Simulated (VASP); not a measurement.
# Al3BiO3 (P2_1/m) in VASP: band structure with PBE

Aim: the band structure of Al3BiO3 with PBE.

All numbers are computed with VASP 6.6.1; they aren't measurements. Logs are shortened: lines on timing, memory, paths and dates and some standing lists are left out, and cuts for length are marked.

**1. Starting point**

Symmetry: P2_1/m, No. 11, monoclinic system. Conventional cell: a = 9.256 Å, b = 3.050 Å, c = 9.350 Å, α = 90.00°, β = 109.83°, γ = 90.00°. Around Al (site symmetry m) lie 3 O at 1.82 to 1.83 Å. Al (site symmetry m) is surrounded by 3 O at 1.85 to 1.86 Å. Around Al (site symmetry m) lie 3 O at 1.82 to 1.84 Å. Bi (site symmetry m) is surrounded by 3 Al at 2.74 to 2.98 Å and 2 Bi at 3.05 Å. Around O (site symmetry m) lie 3 Al at 1.82 to 1.85 Å. O (site symmetry m) has 3 Al at 1.82 to 1.86 Å as nearest neighbours. O (site symmetry m) is surrounded by 3 Al at 1.83 to 1.84 Å.

The cell was built by a generator and needn't be a form met in nature.

**2. Band structure, PBE**

File POSCAR:

```
Al3BiO3
1.0
    9.2559760000      0.0000000000      0.0000000000
    0.0000000000      3.0497800000      0.0000000000
   -3.1722030000      0.0000000000      8.7951640000
Al Bi O
6 2 6
Direct
    0.8083950000      0.7500000000      0.6779190000
    0.6746540000      0.2500000000      0.3575450000
    0.8661050000      0.7500000000      0.1717030000
    0.1916050000      0.2500000000      0.3220810000
    0.1338950000      0.2500000000      0.8282970000
    0.3253460000      0.7500000000      0.6424550000
    0.3580810000      0.2500000000      0.1292550000
    0.6419190000      0.7500000000      0.8707450000
    0.7776350000      0.2500000000      0.5653820000
    0.7577500000      0.7500000000      0.3018930000
    0.9840850000      0.2500000000      0.2223420000
    0.2223650000      0.7500000000      0.4346180000
    0.0159150000      0.7500000000      0.7776580000
    0.2422500000      0.2500000000      0.6981070000
```

File INCAR.step1:

```
SYSTEM = Al3BiO3
PREC     = Accurate       ! precision mode
ENCUT    = 520            ! plane-wave cutoff, eV
EDIFF    = 1E-6           ! SCF threshold, eV
ISMEAR   = 0              ! smearing method
SIGMA    = 0.1            ! smearing width, eV
LREAL    = .FALSE.        ! projectors in reciprocal space
LASPH    = .TRUE.         ! aspherical terms in the spheres
NELM     = 100            ! most SCF steps
ALGO     = Fast           ! electronic algorithm
ISIF     = 2              ! what is computed and relaxed
LWAVE    = .FALSE.        ! write WAVECAR
LCHARG   = .TRUE.         ! write CHGCAR
GGA      = PE             ! functional
NBANDS   = 55             ! bands
KPAR     = 4
```

File KPOINTS.step1:

```
regular mesh
0
G
  4 10 4
  0 0 0
```

File INCAR.step2:

```
SYSTEM = Al3BiO3
PREC     = Accurate       ! precision mode
ENCUT    = 520            ! plane-wave cutoff, eV
EDIFF    = 1E-6           ! SCF threshold, eV
ISMEAR   = 0              ! smearing method
SIGMA    = 0.05           ! smearing width, eV
LREAL    = .FALSE.        ! projectors in reciprocal space
LASPH    = .TRUE.         ! aspherical terms in the spheres
NELM     = 100            ! most SCF steps
ALGO     = Fast           ! electronic algorithm
ISIF     = 2              ! what is computed and relaxed
LWAVE    = .FALSE.        ! write WAVECAR
LCHARG   = .FALSE.        ! write CHGCAR
GGA      = PE             ! functional
NBANDS   = 55             ! bands
KPAR     = 4            
ICHARG   = 11             ! starting density
```

File KPOINTS.step2:

```
path GYHCEM1AXH1,MDZ,YD
20
line-mode
reciprocal
 0.0000000000  0.0000000000  0.0000000000  G
 0.0000000000  0.0000000000  0.5000000000  Y

 0.0000000000  0.0000000000  0.5000000000  Y
-0.3752570263  0.0000000000  0.6286078815  H

-0.3752570263  0.0000000000  0.6286078815  H
-0.5000000000  0.0000000000  0.5000000000  C

-0.5000000000  0.0000000000  0.5000000000  C
-0.5000000000  0.5000000000  0.5000000000  E

-0.5000000000  0.5000000000  0.5000000000  E
-0.6247429737  0.5000000000  0.3713921185  M1

-0.6247429737  0.5000000000  0.3713921185  M1
-0.5000000000  0.5000000000  0.0000000000  A

-0.5000000000  0.5000000000  0.0000000000  A
-0.5000000000  0.0000000000  0.0000000000  X

-0.5000000000  0.0000000000  0.0000000000  X
-0.6247429737  0.0000000000  0.3713921185  H1

-0.3752570263  0.5000000000  0.6286078815  M
 0.0000000000  0.5000000000  0.5000000000  D

 0.0000000000  0.5000000000  0.5000000000  D
 0.0000000000  0.5000000000  0.0000000000  Z

 0.0000000000  0.0000000000  0.5000000000  Y
 0.0000000000  0.5000000000  0.5000000000  D
```

Potentials or basis: VASP PAW PBE potentials, release 64 (Al, Bi_d, O).

On the command line:

```bash
$ cat potpaw_PBE.64/Al/POTCAR potpaw_PBE.64/Bi_d/POTCAR potpaw_PBE.64/O/POTCAR > POTCAR
$ cp INCAR.step1 INCAR
$ cp KPOINTS.step1 KPOINTS
$ mpirun -np 4 vasp_std > vasp.out
$ cp INCAR.step2 INCAR
$ cp KPOINTS.step2 KPOINTS
$ mpirun -np 4 vasp_std > vasp.out
```

OUTCAR:

```text
SYSTEM = Al3BiO3
   PREC = Accurate
   ENCUT = 520
   EDIFF = 1E-6
   ISMEAR = 0
   LREAL = .FALSE.
   LASPH = .TRUE.
   NELM = 100
   ISIF = 2
   GGA = PE
   ICHARG = 11

 ion  position               nearest neighbor table
   1  0.808  0.750  0.678-   9 1.82   9 1.82  13 1.83   8 2.74   2 3.21   2 3.21   5 3.24   5 3.24

   2  0.675  0.250  0.358-   9 1.85  10 1.86  10 1.86   7 2.98   1 3.21   1 3.21   3 3.25   3 3.25

   3  0.866  0.750  0.172-  10 1.82  11 1.84  11 1.84   8 2.87   4 3.24   4 3.24   2 3.25   2 3.25
[... 7 lines left out ...]
   7  0.358  0.250  0.129-   4 2.74   5 2.87   2 2.98
   8  0.642  0.750  0.871-   1 2.74   3 2.87   6 2.98
   9  0.778  0.250  0.565-   1 1.82   1 1.82   2 1.85
  10  0.758  0.750  0.302-   3 1.82   2 1.86   2 1.86
  11  0.984  0.250  0.222-   4 1.83   3 1.84   3 1.84
  12  0.222  0.750  0.435-   4 1.82   4 1.82   6 1.85
  13  0.016  0.750  0.778-   1 1.83   5 1.84   5 1.84
  14  0.242  0.250  0.698-   5 1.82   6 1.86   6 1.86

  LATTYP: Found a simple monoclinic cell.
 ALAT       =     9.2559760000
 B/A-ratio  =     0.3294930756
 C/A-ratio  =     1.0101309337
 COS(beta)  =    -0.3392822041

  Lattice vectors:

 A1 = (   9.2559760000,   0.0000000000,   0.0000000000)
 A2 = (   0.0000000000,   3.0497800000,   0.0000000000)
 A3 = (  -3.1722030000,   0.0000000000,   8.7951640000)

Analysis of symmetry for initial positions (statically):
=====================================================================
 Subroutine PRICEL returns:
 Original cell was already a primitive cell.

 Routine SETGRP: Setting up the symmetry group for a
 simple monoclinic supercell.

 Subroutine GETGRP returns: Found  4 space group operations
 (whereof  2 operations were pure point group operations)
 out of a pool of  4 trial point group operations.

The static configuration has the point symmetry S_2 .
 The point group associated with its full space group is C_2h.

Analysis of symmetry for dynamics (positions and initial velocities):
=====================================================================
 Subroutine PRICEL returns:
 Original cell was already a primitive cell.

 Routine SETGRP: Setting up the symmetry group for a
 simple monoclinic supercell.

 Subroutine GETGRP returns: Found  4 space group operations
 (whereof  2 operations were pure point group operations)
 out of a pool of  4 trial point group operations.

The dynamic configuration has the point symmetry S_2 .
 The point group associated with its full space group is C_2h.

 Subroutine INISYM returns: Found  4 space group operations
 (whereof  2 operations are pure point group operations),
 and found     1 'primitive' translations

----------------------------------------------------------------------------------------

                                     Primitive cell

  volume of cell :     248.2760

  direct lattice vectors                    reciprocal lattice vectors
     9.255976000  0.000000000  0.000000000     0.108038310  0.000000000  0.038966806
     0.000000000  3.049780000  0.000000000     0.000000000  0.327892504  0.000000000
    -3.172203000  0.000000000  8.795164000     0.000000000  0.000000000  0.113698846

  length of vectors
     9.255976000  3.049780000  9.349747679     0.114850722  0.327892504  0.113698846

  position of ions in fractional coordinates (direct lattice)
     0.808395000  0.750000000  0.677919000
     0.674654000  0.250000000  0.357545000
     0.866105000  0.750000000  0.171703000
     0.191605000  0.250000000  0.322081000
     0.133895000  0.250000000  0.828297000
     0.325346000  0.750000000  0.642455000
     0.358081000  0.250000000  0.129255000
     0.641919000  0.750000000  0.870745000
     0.777635000  0.250000000  0.565382000
     0.757750000  0.750000000  0.301893000
     0.984085000  0.250000000  0.222342000
     0.222365000  0.750000000  0.434618000
     0.015915000  0.750000000  0.777658000
[... 32 lines left out ...]
   -0.500000  0.500000  0.000000  ... -0.500000  0.000000  0.000000
   -0.500000  0.000000  0.000000  ... -0.624743  0.000000  0.371392
   -0.375257  0.500000  0.628608  ...  0.000000  0.500000  0.500000
    0.000000  0.500000  0.500000  ...  0.000000  0.500000  0.000000
    0.000000  0.000000  0.500000  ...  0.000000  0.500000  0.500000

 Generated    20 points on each line segment, for a total of    220 k-points:

 Following reciprocal coordinates:
            Coordinates               Weight
  0.000000  0.000000  0.000000      0.004545
  0.000000  0.000000  0.026316      0.004545
  0.000000  0.000000  0.052632      0.004545
  0.000000  0.000000  0.078947      0.004545
  0.000000  0.000000  0.105263      0.004545
  0.000000  0.000000  0.131579      0.004545
[... 16 lines left out ...]
 -0.039501  0.000000  0.513538      0.004545
 -0.059251  0.000000  0.520307      0.004545
 [... further k-points ...]
   k-points           NKPTS =    220   k-points in BZ     NKDIM =    220   number of bands    NBANDS=     55
   number of dos      NEDOS =    301   number of ions     NIONS =     14
   total plane-waves  NPLWV = 117600
   dimension x,y,z NGX =    70 NGY =   24 NGZ =   70
   dimension x,y,z NGXF=   140 NGYF=   48 NGZF=  140
   ions per type =               6   2   6
   NGX,Y,Z   is equivalent  to a cutoff of  12.57, 13.08, 12.45 a.u.
   NGXF,Y,Z  is equivalent  to a cutoff of  25.15, 26.17, 24.89 a.u.
 SYSTEM =  Al3BiO3
   PREC   = accura    normal or accurate (medium, high low for compatibility)
   ISTART =      0    job   : 0-new  1-cont  2-samecut
   ICHARG =     11    charge: 1-file 2-atom 10-const
   ISPIN  =      1    spin polarized calculation?
   LNONCOLLINEAR =      F non collinear calculations
   LSORBIT =      F    spin-orbit coupling
   LASPH  =      T    aspherical Exc in radial PAW
   ENCUT  =  520.0 eV  38.22 Ry    6.18 a.u.  17.21  5.67 17.38*2*pi/ulx,y,z
   NELM   =    100;   NELMIN=  2; NELMDL=  0     # of ELM steps
   EDIFF  = 0.1E-05   stopping-criterion for ELM
   LREAL  =      F    real-space projection
   EDIFFG = 0.1E-04   stopping-criterion for IOM
   NSW    =      0    number of steps for IOM
   IBRION =     -1    ionic relax: 0-MD 1-quasi-New 2-CG
   NFREE  =      0    steps in history (QN), initial steepest desc. (CG)
   ISIF   =      2    stress and relaxation
   ISYM   =      2    0-nonsym 1-usesym 2-fastsym
   POTIM  = 0.5000    time-step for ionic-motion
   TEBEG  =    0.0;   TEEND  =   0.0 temperature during run
   PSTRESS=    0.0 pullay stress
   NELECT =      84.0000    total number of electrons
   NUPDOWN=      -1.0000    fix difference up-down
   EMIN   =  10.00;   EMAX   =-10.00  energy-range for DOS
   EFERMI =   0.00;   METHOD = LEGACY
   ISMEAR =     0;   SIGMA  =   0.05  broadening in eV -4-tet -1-fermi 0-gaus
   EFERMI_NEDOS =   21; number of points for ismear=-14 and -15
   IALGO  =     68    algorithm
   IMIX   =      4    mixing-type and parameters
     AMIX     =   0.40;   BMIX     =  1.00
     AMIX_MAG =   1.60;   BMIX_MAG =  1.00
  volume/ion in A,a.u.               =      17.73       119.67
  Fermi-wavevector in a.u.,A,eV,Ry     =   1.140748  2.155701 17.705342  1.301306
  Thomas-Fermi vector in A             =   2.277449
   LORBIT       =      0    0 simple, 1 ext, 2 COOP (PROOUT), +10 PAW based schemes
   GGA     = PE    functional components
   LHFCALC =     F    Hartree Fock is set to
   AEXX    =    0.0000 exact exchange contribution
   IVDW    =     0    specifies the selected vdW correction
   LEPSILON=     F    determine dielectric tensor
   LRPA    =     F    only Hartree local field effects (RPA)
 non-spin polarized calculation
 RMM-DIIS sequential band-by-band and
 Gauss-broadening in eV      SIGMA  =   0.05
  energy-cutoff  :      520.00
  volume of cell :      248.28
 maximum number of plane-waves:      6722
 NGX is ok and might be reduce to    70

 number of electron      84.0000026 magnetization

 Free energy of the ion-electron system (eV)
  ---------------------------------------------------
  ext. energy  EPLUGINS =         0.00000000
  ---------------------------------------------------
  free energy    TOTEN  =       -87.72986915 eV

  energy without entropy =      -87.72891124  energy(sigma->0) =      -87.72939020

 E-fermi :   6.0422     XC(G=0):  -9.1646

 val. band max:        6.0377307208   @ k =   0.0000   0.2368   0.5000
 cond. band min:       6.0640793761   @ k =  -0.5000   0.1053   0.0000
 fundamental gap:      0.0263486553
 Fermi energy:         6.0421910130

 k-point     1 :       0.0000    0.0000    0.0000
  band No.  band energies     occupation
      1     -17.2137      2.00000
      2     -17.2136      2.00000
      3     -16.8399      2.00000
      4     -16.8346      2.00000
      5     -16.8134      2.00000
      6     -16.8102      2.00000
[... 1357 lines left out ...]
     53      11.4185      0.00000
     54      11.4558      0.00000

 [... further k-points ...]

 [bands above 54 left out]

------------------------ aborting loop because EDIFF is reached ----------------------------------------

  FORCE on cell =-STRESS in cart. coord.  units (eV):
  Direction    XX          YY          ZZ          XY          YZ          ZX
  --------------------------------------------------------------------------------------
  -------------------------------------------------------------------------------------
  Total        1.2415249      4.9293953      1.6091268      0.0000000      0.0000000     -0.0511048
  in kB        8.0118230     31.8104313     10.3840355      0.0000000      0.0000000     -0.3297903
  external PRESSURE =      16.7354299 kB  Pullay stress =       0.0000000 kB

 VOLUME and BASIS-vectors are now :
 -----------------------------------------------------------------------------
  energy-cutoff  :      520.00
  volume of cell :      248.28
      direct lattice vectors                 reciprocal lattice vectors
     9.255976000  0.000000000  0.000000000     0.108038310  0.000000000  0.038966806
     0.000000000  3.049780000  0.000000000     0.000000000  0.327892504  0.000000000
    -3.172203000  0.000000000  8.795164000     0.000000000  0.000000000  0.113698846

 POSITION                                       TOTAL-FORCE (eV/Angst)
 -----------------------------------------------------------------------------------
      5.33199      2.28734      5.96241         0.045912     -0.000000     -0.127919
      5.11038      0.76245      3.14467         0.109854     -0.000000     -0.096495
      7.47197      2.28734      1.51016         0.059075     -0.000000      0.055727
      0.75178      0.76245      2.83276        -0.045912      0.000000      0.127919
     -1.38820      0.76245      7.28501        -0.059075     -0.000000     -0.055727
      0.97340      2.28734      5.65050        -0.109854     -0.000000      0.096495
      2.90437      0.76245      1.13682         0.022014      0.000000      0.025478
      3.17941      2.28734      7.65835        -0.022014     -0.000000     -0.025478
      5.40426      0.76245      4.97263        -0.037540     -0.000000      0.142017
      6.05605      2.28734      2.65520        -0.087433     -0.000000      0.078906
      8.40335      0.76245      1.95553        -0.139622     -0.000000     -0.069058
      0.67951      2.28734      3.82254         0.037540      0.000000     -0.142017
     -2.31958      2.28734      6.83963         0.139622      0.000000      0.069058
      0.02772      0.76245      6.13997         0.087433     -0.000000     -0.078906
 -----------------------------------------------------------------------------------
    total drift:                                0.000000     -0.000000     -0.000000

  FREE ENERGIE OF THE ION-ELECTRON SYSTEM (eV)
  ---------------------------------------------------
  free  energy   TOTEN  =       -87.7298691523 eV

  energy  without entropy=      -87.7289112435  energy(sigma->0) =      -87.72939020
```

Run time: 16 min. Hardware: 4 MPI ranks of Intel Xeon Platinum 8488C (Sapphire Rapids), shared host; peak memory 1.9 GiB.

What came out:

```
Band gap along the path : none (metal or under the smearing width)
```

Levels at the corners of the path, in eV from the Fermi level:
```tsv
point	band 40	band 41	band 42	band 43	band 44	band 45
Γ	-3.11	-1.80	-0.20	1.08	1.18	1.48
Y	-3.04	-0.83	-0.53	0.89	1.05	1.72
Y	-3.04	-0.83	-0.53	0.89	1.05	1.72
H	-3.14	-0.98	-0.72	0.93	1.33	1.98
H	-3.14	-0.98	-0.72	0.93	1.33	1.98
C	-3.15	-1.12	-0.96	1.22	1.41	2.19
C	-3.15	-1.12	-0.96	1.22	1.41	2.19
E	-2.30	-1.67	-1.67	1.41	1.41	1.53
E	-2.30	-1.67	-1.67	1.41	1.41	1.53
M1	-2.28	-1.69	-1.69	1.25	1.25	1.67
M1	-2.28	-1.69	-1.69	1.25	1.25	1.67
A	-2.29	-1.72	-1.72	1.01	1.01	1.88
A	-2.29	-1.72	-1.72	1.01	1.01	1.88
X	-3.11	-1.02	-0.10	0.85	0.93	1.53
X	-3.11	-1.02	-0.10	0.85	0.93	1.53
H1	-3.14	-0.98	-0.72	0.93	1.33	1.98
M	-2.28	-1.69	-1.69	1.25	1.25	1.67
D	-2.26	-1.74	-1.74	1.27	1.27	1.62
D	-2.26	-1.74	-1.74	1.27	1.27	1.62
Z	-2.35	-1.79	-1.79	1.14	1.14	1.63
Y	-3.04	-0.83	-0.53	0.89	1.05	1.72
D	-2.26	-1.74	-1.74	1.27	1.27	1.62
```

Caveat: the log is that of the step along the path at fixed density, whose energy, stress, charges and moments have no meaning; spin-orbit coupling is left out, which moves the levels of the heavy elements.
